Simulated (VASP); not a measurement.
# CsSi2 (P-6m2) in VASP: a series of runs, part 2 of 2

VASP 6.6.1. Earlier steps stand in the parts before.

### 4 Molecular dynamics, AM05+D4 (volume scaled by 1.15)

File INCAR:

```
SYSTEM = CsSi2
PREC = Normal ; ENCUT = 420
EDIFF = 1E-5 ; ISMEAR = -1
SIGMA = 0.05 ; LREAL = Auto
LASPH = .True. ; NELM = 100
ALGO = Fast ; ISIF = 2
LWAVE = .False. ; LCHARG = .False.
GGA = AM ; IVDW = 13
IBRION = 0 ; NSW = 30
POTIM = 3 ; TEBEG = 300
TEEND = 300 ; ISYM = 0
NELMIN = 4 ; RANDOM_SEED = 392857 0 0
MDALGO = 2 ; SMASS = 0
```

File KPOINTS:

```
regular mesh
0
Gamma
  1 1 2
  0 0 0
```

File POSCAR:

```
CsSi2
1.0
   13.3508546526      0.0000000000      0.0000000000
   -6.6754168494     11.5621761860      0.0000000000
    0.0000000000      0.0000000000      4.6922452942
Cs Si
4 8
Direct
    0.0000000000      0.0000000000      0.0000000000
    0.0000000000      0.5000000000      0.0000000000
    0.5000000000      0.0000000000      0.0000000000
    0.5000000000      0.5000000000      0.0000000000
    0.3333350000      0.1666650000      0.2503900000
    0.3333350000      0.6666650000      0.2503900000
    0.8333350000      0.1666650000      0.2503900000
    0.8333350000      0.6666650000      0.2503900000
    0.3333350000      0.1666650000      0.7496100000
    0.3333350000      0.6666650000      0.7496100000
    0.8333350000      0.1666650000      0.7496100000
    0.8333350000      0.6666650000      0.7496100000
```

Potentials or basis: VASP PAW PBE potentials, release 64 (Cs_sv, Si).

Started as:

```sh
$ cat potpaw_PBE.64/Cs_sv/POTCAR potpaw_PBE.64/Si/POTCAR > POTCAR
$ mpirun -np 1 vasp_std > vasp.out
```

OUTCAR:

```text
SYSTEM = CsSi2
   PREC = Normal
   ENCUT = 420
   EDIFF = 1E-5
   ISMEAR = -1
   LREAL = Auto
   LASPH = .True.
   NELM = 100
   ISIF = 2
   GGA = AM
   IVDW = 13
   IBRION = 0
   NSW = 30
   POTIM = 3
   TEBEG = 300
   ISYM = 0
   NELMIN = 4

 ion  position               nearest neighbor table
   1  0.000  0.000  0.000-
   2  0.000  0.500  0.000-
   3  0.500  0.000  0.000-
   4  0.500  0.500  0.000-
   5  0.333  0.167  0.250-   9 2.34   9 2.35
   6  0.333  0.667  0.250-  10 2.34  10 2.35
   7  0.833  0.167  0.250-  11 2.34  11 2.35
   8  0.833  0.667  0.250-  12 2.34  12 2.35
   9  0.333  0.167  0.750-   5 2.34   5 2.35
  10  0.333  0.667  0.750-   6 2.34   6 2.35
  11  0.833  0.167  0.750-   7 2.34   7 2.35
  12  0.833  0.667  0.750-   8 2.34   8 2.35

IMPORTANT INFORMATION: All symmetrisations will be switched off!
NOSYMM: (Re-)initialisation of all symmetry stuff for point group C_1.

----------------------------------------------------------------------------------------

                                     Primitive cell

  volume of cell :     724.3181

  direct lattice vectors                    reciprocal lattice vectors
    13.350854653  0.000000000  0.000000000     0.074901572  0.043244386  0.000000000
    -6.675416849 11.562176186  0.000000000     0.000000000  0.086488909  0.000000000
     0.000000000  0.000000000  4.692245294     0.000000000  0.000000000  0.213117588

  length of vectors
    13.350854653 13.350846725  4.692245294     0.086488857  0.086488909  0.213117588

  position of ions in fractional coordinates (direct lattice)
     0.000000000  0.000000000  0.000000000
     1.000000000  0.500000000  0.000000000
     0.500000000  0.000000000  0.000000000
     0.500000000  0.500000000  0.000000000
     0.333335000  0.166665000  0.250390000
     0.333335000  0.666665000  0.250390000
     0.833335000  0.166665000  0.250390000
     0.833335000  0.666665000  0.250390000
     0.333335000  0.166665000  0.749610000
     0.333335000  0.666665000  0.749610000
     0.833335000  0.166665000  0.749610000
     0.833335000  0.666665000  0.749610000

  ion indices of the primitive-cell ions
   primitive index   ion index
                 1           1
                 2           2
                 3           3
                 4           4
                 5           5
                 6           6
                 7           7
                 8           8
                 9           9
                10          10
                11          11
                12          12

----------------------------------------------------------------------------------------

 KPOINTS: regular mesh

Automatic generation of k-mesh.
 Grid dimensions read from file:
 generate k-points for:    1    1    2

 Generating k-lattice:

  Cartesian coordinates                     Fractional coordinates (reciprocal lattice)
     0.074901572  0.043244386  0.000000000     1.000000000 -0.000000000  0.000000000
     0.000000000  0.086488909  0.000000000     0.000000000  1.000000000  0.000000000
     0.000000000  0.000000000  0.106558794     0.000000000  0.000000000  0.500000000

  Length of vectors
     0.086488857  0.086488909  0.106558794

  Shift w.r.t. Gamma in fractional coordinates (k-lattice)
     0.000000000  0.000000000  0.000000000

 Subroutine IBZKPT returns following result:
 ===========================================

 Found      2 irreducible k-points:

 Following reciprocal coordinates:
            Coordinates               Weight
  0.000000  0.000000  0.000000      1.000000
  0.000000  0.000000  0.500000      1.000000
   k-points           NKPTS =      2   k-points in BZ     NKDIM =      2   number of bands    NBANDS=     41
   number of dos      NEDOS =    301   number of ions     NIONS =     12
   total plane-waves  NPLWV = 117600
   dimension x,y,z NGX =    70 NGY =   70 NGZ =   24
   dimension x,y,z NGXF=   140 NGYF=  140 NGZF=   48
   ions per type =               4   8
   NGX,Y,Z   is equivalent  to a cutoff of   8.72,  8.72,  8.50 a.u.
   NGXF,Y,Z  is equivalent  to a cutoff of  17.43, 17.43, 17.01 a.u.
 SYSTEM =  CsSi2
   PREC   = normal    normal or accurate (medium, high low for compatibility)
   ISTART =      0    job   : 0-new  1-cont  2-samecut
   ICHARG =      2    charge: 1-file 2-atom 10-const
   ISPIN  =      1    spin polarized calculation?
   LNONCOLLINEAR =      F non collinear calculations
   LSORBIT =      F    spin-orbit coupling
   LASPH  =      T    aspherical Exc in radial PAW
   ENCUT  =  420.0 eV  30.87 Ry    5.56 a.u.  22.31 22.31  7.84*2*pi/ulx,y,z
   NELM   =    100;   NELMIN=  4; NELMDL= -5     # of ELM steps
   EDIFF  = 0.1E-04   stopping-criterion for ELM
   LREAL  =      T    real-space projection
   EDIFFG = 0.1E-03   stopping-criterion for IOM
   NSW    =     30    number of steps for IOM
   IBRION =      0    ionic relax: 0-MD 1-quasi-New 2-CG
   NFREE  =      0    steps in history (QN), initial steepest desc. (CG)
   ISIF   =      2    stress and relaxation
   ISYM   =      0    0-nonsym 1-usesym 2-fastsym
   POTIM  = 3.0000    time-step for ionic-motion
   TEBEG  =  300.0;   TEEND  = 300.0 temperature during run
   PSTRESS=    0.0 pullay stress
   NELECT =      68.0000    total number of electrons
   NUPDOWN=      -1.0000    fix difference up-down
   EMIN   =  10.00;   EMAX   =-10.00  energy-range for DOS
   EFERMI =   0.00;   METHOD = LEGACY
   ISMEAR =    -1;   SIGMA  =   0.05  broadening in eV -4-tet -1-fermi 0-gaus
   EFERMI_NEDOS =   21; number of points for ismear=-14 and -15
   IALGO  =     68    algorithm
   IMIX   =      4    mixing-type and parameters
     AMIX     =   0.40;   BMIX     =  1.00
     AMIX_MAG =   1.60;   BMIX_MAG =  1.00
  volume/ion in A,a.u.               =      60.36       407.33
  Fermi-wavevector in a.u.,A,eV,Ry     =   0.744049  1.406048  7.532300  0.553608
  Thomas-Fermi vector in A             =   1.839308
   LORBIT       =      0    0 simple, 1 ext, 2 COOP (PROOUT), +10 PAW based schemes
   GGA     = AM    functional components
   LHFCALC =     F    Hartree Fock is set to
   AEXX    =    0.0000 exact exchange contribution
   IVDW    =    13    specifies the selected vdW correction
   LEPSILON=     F    determine dielectric tensor
   LRPA    =     F    only Hartree local field effects (RPA)
 molecular dynamics for ions
 non-spin polarized calculation
 RMM-DIIS sequential band-by-band and
  energy-cutoff  :      420.00
  volume of cell :      724.32
 maximum number of plane-waves:     14175
   NGX = 45   NGY = 45   NGZ = 15

--------------------------------------- Ionic step        1  -------------------------------------------

 number of electron      68.0000045 magnetization

 Free energy of the ion-electron system (eV)
  ---------------------------------------------------
  ext. energy  EPLUGINS =         0.00000000
  ---------------------------------------------------
  free energy    TOTEN  =       -38.90399929 eV

  energy without entropy =      -38.54614324  energy(sigma->0) =      -38.72507127

------------------------ aborting loop because EDIFF is reached ----------------------------------------

  DFT-D4 for vdW energy calculation

  Edisp (eV):   -0.79293
[... 161 lines left out ...]
  ENERGY OF THE ELECTRON-ION-THERMOSTAT SYSTEM (eV)
  ---------------------------------------------------
% ion-electron   TOTEN  =       -39.709268  see above
  kinetic energy EKIN   =         0.439024
  kin. lattice  EKIN_LAT=         0.000000  (temperature  308.77 K)
  nose potential ES     =         0.000076
  nose kinetic   EPS    =         0.000001
  ---------------------------------------------------
  total energy   ETOTAL =       -39.270167 eV

[... ionic steps 4 to 27 ...]

--------------------------------------- Ionic step       28  -------------------------------------------

 number of electron      68.0000005 magnetization

------------------------ aborting loop because EDIFF is reached ----------------------------------------
[... 115 lines left out ...]
--------------------------------------- Ionic step       30  -------------------------------------------

 number of electron      68.0000008 magnetization

 Free energy of the ion-electron system (eV)
  ---------------------------------------------------
  ext. energy  EPLUGINS =         0.00000000
  ---------------------------------------------------
  free energy    TOTEN  =       -39.54802090 eV

  energy without entropy =      -39.53412642  energy(sigma->0) =      -39.54107366

 E-fermi :   0.1022     XC(G=0):  -5.6016

 val. band max:       -0.0956344716   @ k =   0.0000   0.0000   0.5000
 cond. band min:       0.2933453164   @ k =   0.0000   0.0000   0.5000
 fundamental gap:      0.3889797881
 Fermi energy:         0.1022129162

 k-point     1 :       0.0000    0.0000    0.0000
  band No.  band energies     occupation
      1     -22.6959      2.00000
      2     -22.5916      2.00000
      3     -22.5783      2.00000
      4     -22.3906      2.00000
      5      -9.5410      2.00000
      6      -9.4979      2.00000
[... 33 lines left out ...]
     40       2.5166      0.00000
     41       3.1047      0.00000

 k-point     2 :       0.0000    0.0000    0.5000
  band No.  band energies     occupation
      1     -22.6814      2.00000
      2     -22.5768      2.00000
      3     -22.5638      2.00000
      4     -22.3756      2.00000
      5      -9.6727      2.00000
      6      -9.6196      2.00000
[... 82 lines left out ...]
  ENERGY OF THE ELECTRON-ION-THERMOSTAT SYSTEM (eV)
  ---------------------------------------------------
% ion-electron   TOTEN  =       -40.420041  see above
  kinetic energy EKIN   =         0.321858
  kin. lattice  EKIN_LAT=         0.000000  (temperature  226.36 K)
  nose potential ES     =         0.827395
  nose kinetic   EPS    =         0.001111
  ---------------------------------------------------
  total energy   ETOTAL =       -39.269677 eV
```

Wall time 9.9 min (1 thread of Intel Xeon Platinum 8488C (Sapphire Rapids), shared host); peak memory 0.45 GiB.

Results:

```
Dispersion energy per atom : -0.073 eV
```

The path:
```csv
step,potential energy change (eV),largest force (eV/Å),pressure (GPa),volume (Å³),temperature (K)
1,0.0000,0.0240,-0.54,724.32,300
2,-0.0031,0.2239,-0.53,724.32,302
3,-0.0123,0.4301,-0.52,724.32,309
4,-0.0313,0.6636,-0.50,724.32,322
5,-0.0669,0.9230,-0.45,724.32,347
6,-0.1297,1.1585,-0.38,724.32,389
7,-0.2331,1.2564,-0.26,724.32,456
8,-0.3832,1.3859,-0.09,724.32,546
9,-0.5609,1.4399,0.13,724.32,639
10,-0.7029,1.2009,0.43,724.32,683
11,-0.7264,1.8697,0.82,724.32,626
12,-0.6118,2.7048,1.26,724.32,474
13,-0.4294,3.0236,1.61,724.32,293
14,-0.2916,2.7530,1.79,724.32,166
15,-0.2813,2.8252,1.79,724.32,138
16,-0.3980,2.6179,1.62,724.32,195
17,-0.5630,2.0227,1.34,724.32,278
18,-0.6838,1.1961,1.03,724.32,324
19,-0.7138,1.2129,0.71,724.32,308
20,-0.6664,1.4295,0.45,724.32,243
21,-0.5843,1.4622,0.24,724.32,163
22,-0.5097,1.4134,0.11,724.32,98
23,-0.4665,1.3996,0.03,724.32,60
24,-0.4614,1.4187,0.02,724.32,53
25,-0.4919,1.4072,0.04,724.32,71
26,-0.5502,1.3234,0.11,724.32,108
27,-0.6236,1.2514,0.24,724.32,157
28,-0.6923,1.0667,0.42,724.32,203
29,-0.7320,1.2295,0.66,724.32,231
30,-0.7231,1.6486,0.93,724.32,226
```

Caveat: the k mesh is coarse (spacing up to 0.67 Å⁻¹), so the values aren't converged; the PAW data sets were made with another functional, which shifts forces and pressure a little. The run has no spin-orbit coupling, so splittings on Cs are missing.

### 5 Electrostatic potential, PBE+D3(BJ)

File INCAR:

```
ALGO = Fast ; EDIFF = 1E-7
ENCUT = 520 ; GGA = PE
ISIF = 2 ; ISMEAR = 0
IVDW = 12 ; LASPH = T
LCHARG = T ; LREAL = F
LVHAR = T ; LWAVE = F
NELM = 100 ; PREC = Accurate
SIGMA = 0.05
```

File KPOINTS:

```
k-points
0
Gamma
  5 5 6
```

File POSCAR:

```
CsSi2
6.3716
    0.999995291607      0.000000000000      0.000000000000
   -0.499996861071      0.866021093603      0.000000000000
    0.000000000000      0.000000000000      0.702909787181
Cs Si
1 2
Direct
    0.0000000000      0.0000000000      0.0000000000
    0.6666700000      0.3333300000      0.2503900000
    0.6666700000      0.3333300000      0.7496100000
```

Started as:

```sh
$ cat potpaw_PBE.64/Cs_sv/POTCAR potpaw_PBE.64/Si/POTCAR > POTCAR
$ mpirun -np 1 vasp_std > vasp.out
```

Run time: 54 s. Hardware: 1 thread of Intel Xeon Platinum 8488C (Sapphire Rapids), shared host; peak memory 0.31 GiB.

It converged, with:

| Property | Result |
| --- | --- |
| Free energy | -10.2425 eV |
| Pressure | -1.2 GPa |
| Largest force | 0.158 eV/Å |
| Band gap on the k mesh | none (metal or under the smearing width) |
| Dispersion energy per atom | -0.139 eV |

Forces in eV/Å, atoms in the order of the input:
```
Cs   0.000  0.000  0.000
Si   0.000  0.000  0.158
Si   0.000  0.000 -0.158
```

Stress tensor (GPa, compression positive):
```
-0.37  0.00  0.00
 0.00 -0.37  0.00
 0.00  0.00 -3.00
```

Levels at points of the mesh, in eV from the Fermi level:
```csv
k point,band 4,band 5,band 6,band 7,band 8,band 9,band 10,band 11,band 12
"(0.00, 0.00, 0.00)",-9.02,-8.92,-3.52,-1.78,-1.78,-1.46,1.58,3.94,3.95
"(0.00, 0.00, 0.50)",-8.96,-7.76,-7.60,-0.21,-0.21,-0.12,-0.12,3.32,3.62
```

Caveat: pairwise dispersion overbinds metals, which lowers pressure and volume.

### 6 Relaxation of cell and atoms, LDA

File INCAR:

```
SYSTEM = CsSi2
PREC     = Accurate       ! precision mode
ENCUT    = 600            ! plane-wave cutoff, eV
EDIFF    = 1E-6           ! SCF threshold, eV
ISMEAR   = -1             ! smearing method
SIGMA    = 0.05           ! smearing width, eV
LREAL    = .FALSE.        ! projectors in reciprocal space
LASPH    = .TRUE.         ! aspherical terms in the spheres
NELM     = 100            ! most SCF steps
ALGO     = Fast           ! electronic algorithm
ISIF     = 3              ! what is computed and relaxed
LWAVE    = .FALSE.        ! write WAVECAR
LCHARG   = .FALSE.        ! write CHGCAR
IBRION   = 2              ! ionic algorithm
NSW      = 40             ! ionic steps
EDIFFG   = -0.005         ! ionic threshold
```

File KPOINTS:

```
regular mesh
0
G
  5 5 6
  0 0 0
```

File POSCAR:

```
CsSi2
1.0
    6.3715700000      0.0000000000      0.0000000000
   -3.1857800000      5.5179400000      0.0000000000
    0.0000000000      0.0000000000      4.4786600000
Cs Si
1 2
Direct
    0.0000000000      0.0000000000      0.0000000000
    0.6666700000      0.3333300000      0.2503900000
    0.6666700000      0.3333300000      0.7496100000
```

Potentials or basis: VASP PAW LDA potentials, release 64 (Cs_sv, Si).

Started as:

```sh
$ cat potpaw_LDA.64/Cs_sv/POTCAR potpaw_LDA.64/Si/POTCAR > POTCAR
$ mpirun -np 1 vasp_std > vasp.out
```

Wall time 5.6 min (1 thread of Intel Xeon 6975P-C (Granite Rapids), shared host); peak memory 0.32 GiB.

The run converged. Its results:

- Free energy: -10.9263 eV
- Relaxed volume: 46.64 Å³/atom
- Relaxed cell: a = 6.122 Å, b = 6.122 Å, c = 4.311 Å, α = 90.00°, β = 90.00°, γ = 120.00°
- Space group after relaxing (to 0.05 Å): P-6m2 (No. 187)
- Energy gained by relaxing: 36.8 meV/atom
- Ionic steps: 19
- Pressure after relaxing: 0.0 GPa
- Largest force after relaxing: 0.005 eV/Å
- Band gap on the k mesh: none (metal or under the smearing width)

Forces on the atoms (eV/Å):
```
Cs   0.000  0.000  0.000
Si   0.000  0.000  0.005
Si   0.000  0.000 -0.005
```

The path:
```tsv
step	energy change (eV)	largest force (eV/Å)	pressure (GPa)	volume (Å³)
1	0.0000	0.1596	-1.49	157.46
2	-0.0906	0.4629	-0.19	146.58
3	-0.0911	0.4363	-0.31	147.08
4	-0.0982	0.5301	0.18	142.48
5	-0.1013	0.1820	-0.01	144.07
6	-0.1073	0.1703	-0.36	142.18
7	-0.1077	0.1701	-0.30	142.54
8	-0.1097	0.1710	-0.04	140.21
9	-0.1100	0.0859	-0.10	140.78
10	-0.1102	0.0217	0.06	139.88
11	-0.1103	0.0155	0.01	140.18
12	-0.1104	0.0303	-0.02	140.10
13	-0.1104	0.0161	-0.01	140.13
14	-0.1104	0.0007	-0.02	140.05
15	-0.1104	0.0043	-0.02	140.04
16	-0.1104	0.0079	0.00	139.90
17	-0.1104	0.0079	0.00	139.90
18	-0.1104	0.0071	0.00	139.93
19	-0.1104	0.0045	0.00	139.91
```

Final structure:
```xyz
3
Lattice="6.1220 0.0000 0.0000 -3.0610 5.3018 0.0000 0.0000 0.0000 4.3106" Properties=species:S:1:pos:R:3 pbc="T T T"
Cs   -3.0610    5.3018    0.0000
Si    3.0610    1.7672    1.0784
Si    3.0610    1.7672    3.2322
```

Levels at points of the mesh, in eV from the Fermi level:
| k point | band 4 | band 5 | band 6 | band 7 | band 8 | band 9 | band 10 | band 11 | band 12 |
| --- | --- | --- | --- | --- | --- | --- | --- | --- | --- |
| (0.00, 0.00, 0.00) | -9.10 | -8.88 | -3.88 | -2.17 | -2.17 | -1.13 | 1.13 | 3.20 | 4.05 |
| (0.00, 0.00, 0.50) | -9.01 | -8.18 | -7.96 | -0.51 | -0.51 | -0.44 | -0.44 | 3.07 | 3.41 |

Spin-orbit coupling is left out, which matters for the levels of Cs.

### 7 For comparison

An earlier run on the cell as given: functional PBE; potentials or basis VASP PAW PBE potentials, release 64 (Cs_sv, Si); cutoff 520 eV; k mesh 5 × 5 × 6; occupations fermi-dirac, width 0.05 eV; no spin polarisation.

* Pressure: -0.6 GPa
* Largest force: 0.163 eV/Å
* Band gap on the k mesh: none (metal or under the smearing width)

### 8 Summary

| task | level | potentials or basis | cell | k mesh | cutoff (eV) | smearing | supercell matrix | temperature | mesh quality | gap on the mesh (eV) | pressure (GPa) | relaxed volume (Å³/atom) | largest force (eV/Å) |
| --- | --- | --- | --- | --- | --- | --- | --- | --- | --- | --- | --- | --- | --- |
| relaxation of cell and atoms | PBE | VASP PAW PBE potentials, release 64 (Cs_sv, Si) | relaxed | 5 × 5 × 6 | 600 | gaussian 0.05 eV | - | - | not flagged | none | 0.0 | 51.21 | - |
| relaxation of the atoms | LDA | VASP PAW LDA potentials, release 64 (Cs_sv, Si) | atoms relaxed | 5 × 5 × 6 | 520 | gaussian 0.05 eV | - | - | not flagged | none | -1.6 | - | - |
| molecular dynamics | AM05+D4 | VASP PAW PBE potentials, release 64 (Cs_sv, Si) | volume scaled by 1.15 | 1 × 1 × 2 | 420 | fermi-dirac 0.05 eV | [2, 0, 0, 0, 2, 0, 0, 0, 1] | 300 | coarse | - | - | - | - |
| electrostatic potential | PBE+D3(BJ) | VASP PAW PBE potentials, release 64 (Cs_sv, Si) | as given | 5 × 5 × 6 | 520 | gaussian 0.05 eV | - | - | not flagged | none | -1.2 | - | 0.16 |
| relaxation of cell and atoms | LDA | VASP PAW LDA potentials, release 64 (Cs_sv, Si) | relaxed | 5 × 5 × 6 | 600 | fermi-dirac 0.05 eV | - | - | not flagged | none | 0.0 | 46.64 | - |
| single point | PBE | VASP PAW PBE potentials, release 64 (Cs_sv, Si) | as given | 5 × 5 × 6 | 520 | fermi-dirac 0.05 eV | - | - | not flagged | none | -0.6 | - | 0.16 |

Alike in all rows: no spin polarisation.

Caveats: some runs use coarse meshes; the PAW data sets were made with another functional, which shifts forces and pressure a little (some runs); pairwise dispersion overbinds metals, which lowers pressure and volume (some runs).

Total energies depend on the potentials used, so only differences within one code and one set of settings carry meaning.
